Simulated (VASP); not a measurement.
Consider the following.

```xyz
2
Lattice="0.0000 3.1880 3.1880 3.1880 0.0000 3.1880 3.1880 3.1880 0.0000" Properties=species:S:1:pos:R:3 pbc="T T T"
Te     3.1880     3.1880     3.1880
Pb     0.0000     0.0000     0.0000
```

The numbers are results of PBEsol GGA, VASP's PBE PAW potentials (set 64) (plane waves; VASP 6.6.1), not measurements. Run with 520 eV cut-off, 7×7×7 Γ-centred mesh, Gaussian smearing of 0.050 eV, potentials Te Pb_d.

**Question.** Estimate the energy per atom (σ→0), pressure.

**Answer.** 
* **energy per atom (σ→0)**: -4.126 eV/atom
* **pressure**: 1.47 GPa

The absolute energy has meaning only against runs of the same code, potentials and settings.

The compound is PbTe in the rock salt structure. This cell is one point of a volume scan, at 0.97 of the reference volume.
